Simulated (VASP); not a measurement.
# The Sommerfeld expansion tested on Os

How do entropy and free energy of the electrons in Os grow with the Fermi-Dirac width, and how far does the Sommerfeld expansion hold?

Main program and level: VASP 6.6.1; PBEsol; plane waves and PAW (Os), in the first sound run; inputs show where later runs differ.

## 1. Set-up

It takes space group P6_3/mmc (No. 194, hexagonal). Conventional cell: a = 2.740 Å, b = 2.740 Å, c = 4.326 Å, α = 90.00°, β = 90.00°, γ = 120.00°. Nearest to Os lie 12 Os at 2.68 to 2.74 Å.

As a file:

```
Os
1.0
     2.74000    0.00000    0.00000
    -1.37000    2.37291    0.00000
     0.00000    0.00000    4.32646
Os
2
Direct
  0.00000 0.00000 0.00000
  0.33333 0.66667 0.50000
```

## 2. Relax the crystal, PBEsol

The cell is relaxed and then held.

This step took 2 runs in a row; the last is shown.

Level: PBEsol; plane waves and PAW (Os).

Input file INCAR:

```
SYSTEM = Os
PREC = Accurate
ENCUT = 450
EDIFF = 1E-07
NELM = 120
ISMEAR = 1
SIGMA = 0.15
LREAL = .FALSE.
ALGO = Normal
GGA = PS
NBANDS = 14
LASPH = .TRUE.
LORBIT = 11
LWAVE = .FALSE.
LCHARG = .FALSE.
KPAR = 8
IBRION = 2
NSW = 40
ISIF = 3
EDIFFG = -0.005
POTIM = 0.4
```

Input file POSCAR:

```
Os
1.0
    2.7282713833      0.0000000000      0.0000000000
   -1.3641356916      2.3627523264      0.0000000000
    0.0000000000      0.0000000000      4.3146476176
Os
2
Direct
    0.0000000000      0.0000000000      0.0000000000
    0.3333333333      0.6666666667      0.5000000000
```

Input file KPOINTS:

```
Automatic mesh
0
Gamma
18 18 10
0 0 0
```

Potentials, in the order of the species: Os (PBE family, release 64).

The run is started by

```
> mpirun -np 8 vasp_std
```

The log of the run:

```text
[banner, memory and clock lines left out]
running    8 mpi-ranks, on    1 nodes
[...]
|                                                                             |
|           W    W    AA    RRRRR   N    N  II  N    N   GGGG   !!!           |
|           W    W   A  A   R    R  NN   N  II  NN   N  G    G  !!!           |
|           W    W  A    A  R    R  N N  N  II  N N  N  G       !!!           |
|           W WW W  AAAAAA  RRRRR   N  N N  II  N  N N  G  GGG   !            |
|           WW  WW  A    A  R   R   N   NN  II  N   NN  G    G                |
|           W    W  A    A  R    R  N    N  II  N    N   GGGG   !!!           |
|                                                                             |
|     For optimal performance we recommend to set                             |
|       NCORE = 2 up to number-of-cores-per-socket                            |
|     NCORE specifies how many cores store one orbital (NPAR=cpu/NCORE).      |
|     This setting can greatly improve the performance of VASP for DFT.       |
[...]
|     You enforced a specific xc type in the INCAR file but a different       |
|     [... a line on the potential file left out ...]
|     I HOPE YOU KNOW WHAT YOU ARE DOING!                                     |
|                                                                             |

 LDA part: xc-table for (Slater+PW92), standard interpolation
 POSCAR, INCAR and KPOINTS ok, starting setup
[...]
entering main loop
       N       E                     dE             d eps       ncg     rms          rms(c)
DAV:   1     0.879637258024E+02    0.87964E+02   -0.69500E+03  6648   0.962E+02
DAV:   2    -0.217308291826E+02   -0.10969E+03   -0.97181E+02  6384   0.333E+02
DAV:   3    -0.259936341532E+02   -0.42628E+01   -0.41105E+01  8226   0.557E+01
DAV:   4    -0.260275346150E+02   -0.33900E-01   -0.33849E-01  6684   0.523E+00
[...]
DAV:  11    -0.244817454432E+02    0.20581E-04   -0.47216E-06  6918   0.240E-02    0.114E-03
DAV:  12    -0.244817448651E+02    0.57809E-06   -0.10151E-07  6260   0.330E-03    0.907E-04
DAV:  13    -0.244817447656E+02    0.99436E-07   -0.83095E-09  3618   0.855E-04
   1 F= -.24481745E+02 E0= -.24481325E+02  d E =-.244817E+02
[...]
reached required accuracy - stopping structural energy minimisation
```

The job ended after 7.2 s (8 MPI ranks of Intel Xeon 6975P-C (Granite Rapids), shared host; peak memory 1.4 GiB; 52 s of CPU time).

The logs omit lines about the potential files and the build; timing stands in the text.

Parts of OUTCAR (step 2):

```text
  Total        0.0062081      0.0062081      0.0062016      0.0000000     -0.0000000      0.0000000
  in kB        0.3576198      0.3576198      0.3572454      0.0000000     -0.0000000      0.0000000
  external PRESSURE =       0.3574950 kB  Pullay stress =       0.0000000 kB

 POSITION                                       TOTAL-FORCE (eV/Angst)
 -----------------------------------------------------------------------------------
      0.00000      0.00000      0.00000        -0.000000     -0.000000      0.000000
     -0.00000      1.57517      2.15732         0.000000      0.000000      0.000000
 -----------------------------------------------------------------------------------
    total drift:                                0.000000     -0.000000     -0.000000

  FREE ENERGIE OF THE ION-ELECTRON SYSTEM (eV)
  ---------------------------------------------------
  free  energy   TOTEN  =       -24.4817447656 eV

  energy  without entropy=      -24.4804863133  energy(sigma->0) =      -24.48132528

 reached required accuracy - stopping structural energy minimisation

[... 3 further parts left out ...]
[key lines of the parts left out:]
E-fermi :   9.3908
```

This run gave:

```
energy(sigma→0) of the program : -24.4813 eV
stress, compression positive   : xx, yy, zz 0.04, 0.04, 0.04 GPa
volume                         : 27.813 Å³
ionic steps                    : 1
```

## 3. Tetrahedra, PBEsol

Tetrahedra give the density of states at the Fermi level without smearing.

Level: PBEsol; plane waves and PAW (Os).

Input file INCAR:

```
SYSTEM = Os
PREC = Accurate
ENCUT = 450
EDIFF = 1E-08
NELM = 100
ISMEAR = -5
SIGMA = 0.15
LREAL = .FALSE.
ALGO = Normal
GGA = PS
NBANDS = 24
LASPH = .TRUE.
LORBIT = 11
LWAVE = .FALSE.
LCHARG = .FALSE.
KPAR = 2
ISIF = 2
NEDOS = 3001
```

POSCAR is that of step 2.

Input file KPOINTS:

```
Automatic mesh
0
Gamma
32 32 18
0 0 0
```

The run is started by

```
> mpirun -np 2 vasp_std
```

The log of the run:

```text
[banner, memory and clock lines left out]
running    2 mpi-ranks, on    1 nodes
[...]
[... a notice as in an earlier step ...]

 LDA part: xc-table for (Slater+PW92), standard interpolation
 POSCAR, INCAR and KPOINTS ok, starting setup
[...]
entering main loop
       N       E                     dE             d eps       ncg     rms          rms(c)
DAV:   1     0.975089463537E+02    0.97509E+02   -0.60879E+03 50288   0.561E+02
DAV:   2    -0.224262274239E+02   -0.11994E+03   -0.10033E+03 57784   0.205E+02
DAV:   3    -0.260230070719E+02   -0.35968E+01   -0.35645E+01 61768   0.333E+01
DAV:   4    -0.260335788490E+02   -0.10572E-01   -0.10570E-01 58032   0.195E+00
[...]
DAV:  14    -0.244859219096E+02    0.39126E-07   -0.21646E-10 36848   0.805E-05    0.133E-04
DAV:  15    -0.244859218979E+02    0.11723E-07   -0.22782E-11 34384   0.337E-05    0.318E-05
DAV:  16    -0.244859218956E+02    0.22183E-08   -0.32621E-12 30896   0.149E-05
   1 F= -.24485922E+02 E0= -.24485922E+02  d E =0.000000E+00
|                                                                             |
|           W    W    AA    RRRRR   N    N  II  N    N   GGGG   !!!           |
|           W    W   A  A   R    R  NN   N  II  NN   N  G    G  !!!           |
|           W    W  A    A  R    R  N N  N  II  N N  N  G       !!!           |
|           W WW W  AAAAAA  RRRRR   N  N N  II  N  N N  G  GGG   !            |
|           WW  WW  A    A  R   R   N   NN  II  N   NN  G    G                |
|           W    W  A    A  R    R  N    N  II  N    N   GGGG   !!!           |
|                                                                             |
|     Tetrahedron method does not include variations of the Fermi             |
|     occupations, so forces and stress will be inaccurate. We suggest        |
|     using a different smearing scheme ISMEAR = 1 or 2 for metals in         |
|     relaxations.                                                            |
|                                                                             |
```

Wall time 2.4 min (2 MPI ranks); peak memory 1.1 GiB; 4.7 min of CPU time.

OUTCAR, selected parts (step 3):

```text
  Total        0.0679385      0.0679385     -0.1476314      0.0000000     -0.0000000      0.0000000
  in kB        3.9135883      3.9135883     -8.5042905      0.0000000     -0.0000000      0.0000000
  external PRESSURE =      -0.2257046 kB  Pullay stress =       0.0000000 kB

 POSITION                                       TOTAL-FORCE (eV/Angst)
 -----------------------------------------------------------------------------------
      0.00000      0.00000      0.00000        -0.000000      0.000000      0.000000
     -0.00000      1.57517      2.15732         0.000000     -0.000000      0.000000
 -----------------------------------------------------------------------------------
    total drift:                                0.000000     -0.000000     -0.000000

  FREE ENERGIE OF THE ION-ELECTRON SYSTEM (eV)
  ---------------------------------------------------
  free  energy   TOTEN  =       -24.4859218956 eV

  energy  without entropy=      -24.4859218956  energy(sigma->0) =      -24.48592190

[... 1 part as in an earlier step ...]

[... 2 further parts left out ...]
[key lines of the parts left out:]
E-fermi :   9.4157
```

Numbers from this step:

- energy(sigma→0) of the program: -24.4859 eV

The run ends at a pressure of -0.02 GPa.

## 4. Electron temperature, PBEsol

One member in full: SIGMA = 0.15 eV.

Level: PBEsol; plane waves and PAW (Os).

INCAR: that of step 3 with these lines changed.

```diff
@@ -5,3 +5,3 @@
 NELM = 100
-ISMEAR = -5
+ISMEAR = -1
 SIGMA = 0.15
@@ -17,2 +17 @@
 ISIF = 2
-NEDOS = 3001
```

POSCAR is that of step 3.

KPOINTS is that of step 3.

The run is started by

```
> mpirun -np 2 vasp_std
```

The log of the run:

```text
[... set-up lines as in an earlier step ...]
 entering main loop
       N       E                     dE             d eps       ncg     rms          rms(c)
DAV:   1     0.974538844800E+02    0.97454E+02   -0.60879E+03 50288   0.561E+02
DAV:   2    -0.224643795288E+02   -0.11992E+03   -0.10085E+03 57784   0.205E+02
DAV:   3    -0.260613829756E+02   -0.35970E+01   -0.35638E+01 61768   0.333E+01
DAV:   4    -0.260719571643E+02   -0.10574E-01   -0.10573E-01 58032   0.195E+00
[...]
DAV:  13    -0.245300420957E+02    0.17071E-06   -0.19369E-09 44688   0.292E-04    0.499E-04
DAV:  14    -0.245300420608E+02    0.34893E-07   -0.21987E-10 36872   0.819E-05    0.131E-04
DAV:  15    -0.245300420511E+02    0.97608E-08   -0.25273E-11 34472   0.354E-05
   1 F= -.24530042E+02 E0= -.24485504E+02  d E =-.890763E-01
```

It took 2 min on 2 MPI ranks; peak memory 0.97 GiB; 4 min of CPU time.

From OUTCAR (step 4):

```text
  LATTYP: Found a hexagonal cell.
 ALAT       =     2.7282713833
 C/A-ratio  =     1.5814583710

 Subroutine GETGRP returns: Found 24 space group operations
 (whereof 12 operations were pure point group operations)

The static configuration has the point symmetry D_3h.
 The point group associated with its full space group is D_6h.

 Found   1020 irreducible k-points:

   dimension x,y,z NGX =    20 NGY =   20 NGZ =   30
   dimension x,y,z NGXF=    40 NGYF=   40 NGZF=   60

   ENCUT  =  450.0 eV  33.07 Ry    5.75 a.u.   4.72  4.72  7.46*2*pi/ulx,y,z

   NELECT =      16.0000    total number of electrons

 E-fermi :   9.4191

 k-point     1 :       0.0000    0.0000    0.0000
  band No.  band energies     occupation
    ...
      6       7.1535      2.00000
      7       7.1535      2.00000
      8       7.8271      1.99995
      9       7.8271      1.99995
     10       9.3806      1.12757
     11      11.1051      0.00003
     12      11.1051      0.00003
     13      18.4957      0.00000
     14      23.4349      0.00000
     15      26.1582      0.00000
    ...

 k-point     2 :       0.0312   -0.0000    0.0000
  band No.  band energies     occupation
    ...
      6       7.1278      2.00000
      7       7.1867      2.00000
      8       7.7823      1.99996
      9       7.7973      1.99996
     10       9.1352      1.73803
     11      11.1261      0.00002
     12      11.4051      0.00000
     13      18.4934      0.00000
     14      23.5199      0.00000
     15      26.2121      0.00000
    ...

  Total        0.1177589      0.1177589     -0.0405715      0.0000000      0.0000000      0.0000000
  in kB        6.7834908      6.7834908     -2.3371181      0.0000000      0.0000000      0.0000000
  external PRESSURE =       3.7432878 kB  Pullay stress =       0.0000000 kB

 POSITION                                       TOTAL-FORCE (eV/Angst)
 -----------------------------------------------------------------------------------
      0.00000      0.00000      0.00000         0.000000      0.000000      0.000000
     -0.00000      1.57517      2.15732        -0.000000      0.000000      0.000000
 -----------------------------------------------------------------------------------
    total drift:                                0.000000     -0.000000     -0.000000

  FREE ENERGIE OF THE ION-ELECTRON SYSTEM (eV)
  ---------------------------------------------------
  free  energy   TOTEN  =       -24.5300420511 eV

  energy  without entropy=      -24.4409657916  energy(sigma->0) =      -24.48550392

 total charge
# of ion       s       p       d       tot
------------------------------------------
    1        0.665   0.798   6.043   7.506
    2        0.665   0.798   6.043   7.506
--------------------------------------------------
tot          1.330   1.597  12.086  15.013

[... 2 parts as in an earlier step ...]

[... 7 further parts left out ...]
```

Read from the output:

```
energy(sigma→0) of the program : -24.4855 eV
stress, compression positive   : xx, yy, zz 0.68, 0.68, -0.23 GPa
```

The run ends at a pressure of 0.37 GPa.

## 5. The whole series

The other members went through these steps as far as the tables show, on the same mesh; 7 runs are not shown. The session took 0.65 core hours (wall time by ranks) on a shared machine.

```tsv
width kT (eV)	temperature (K)	free energy less that of the narrowest width (meV/atom)	TS (meV/atom)	pressure (GPa)	shift of the Fermi level (eV)
0.025	290	0.000	1.206	0.000	0.000
0.050	580	?	?	0.027	0.003
0.075	870	-4.890	10.990	0.077	0.004
0.100	1160	-9.167	19.574	0.152	0.005
0.150	1741	-21.466	44.538	0.374	0.007
0.200	2321	-38.941	80.626	0.703	0.009
0.300	3481	-90.767	191.816	1.749	0.013
```

## 6. The Sommerfeld expansion

At low temperature TS = (π²/3) g (kT)², so TS, twice the difference of energy(sigma→0) and the free energy, over (π²/3)(kT)² is an effective density of states: 0.586, 0.594, 0.595, 0.602, 0.613, 0.648 states/eV/atom in the rows shown.

Fitting a parabola to the 6 known rows (σ: width in eV) gives g = 0.6663 σ² − 0.001469 σ + 0.5877 in states/eV/atom; the residuals are 0.0014 states/eV/atom r.m.s.

At σ = 0.05 this predicts 0.589 states/eV/atom.

## 7. Checking the prediction

The calculation gives 0.596 states/eV/atom, so the prediction is 0.007 states/eV/atom too low, more than twice the residual of the fit.

The parabola in σ is an empirical guide, not the expansion itself. Tetrahedra give g = 0.589 states/eV/atom at the Fermi level, the limit that the series should reach at zero width.

## 8. Results

```yaml
density_of_states_at_the_fermi_level_tetrahedra: 0.59 states/eV/atom
sommerfeld_coefficient_from_it: 1.39 mJ per mole of atoms and K²
pressure_at_the_widest_setting: 1.75 GPa
error_of_the_predicted_g: -0.007 states/eV/atom
```

**Reading.** Against the tetrahedron value, the effective density of states stands at -0 % at 0.025 eV, +1 % at 0.05 eV, +1 % at 0.1 eV, +10 % at 0.3 eV. At the widest setting the states within reach are denser than those at the Fermi level. Spin-orbit coupling is left out. The bare coefficient lacks the electron-phonon enhancement of measured heat capacities.

[Lines on the potential files, build, host, timing and source positions are cut from VASP's logs without a mark.]

[Logs are printed without paths, hosts, clocks, repeated set-up lines and the standing remarks that a program may print on its own settings, such as how far it seeks lower states.]

[Hosts, paths, dates, database ids (printed as entryN), source tags and the programs' standing remarks are cut or masked in the printed files.]
